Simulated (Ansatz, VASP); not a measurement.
## Two plane-wave programs on LaBi

```xyz
2
Lattice="0.0000 3.2156 3.2156 3.2156 0.0000 3.2156 3.2156 3.2156 0.0000" Properties=species:S:1:pos:R:3 pbc="T T T"
La    0.0000    0.0000    0.0000
Bi    3.2156    3.2156    3.2156
```

Alike in both runs: functional LDA; k mesh 9 × 9 × 9; occupations fermi-dirac, width 0.1 eV; no spin polarisation.

Ansatz relaxed the structure, and its values are those at the end. VASP's run is a single point on that final structure, the one shown.

```csv
,VASP,Ansatz
version,VASP 6.6.1,Ansatz 0.2.0
potentials or method,"VASP PAW LDA potentials, release 64 (La, Bi_d)","plane waves, PAW"
plane-wave cutoff (eV),520,420
valence electrons in the cell,26,26
```

```csv
,VASP,Ansatz,Ansatz less VASP
pressure (GPa),2.0,2.0,-0.01
```
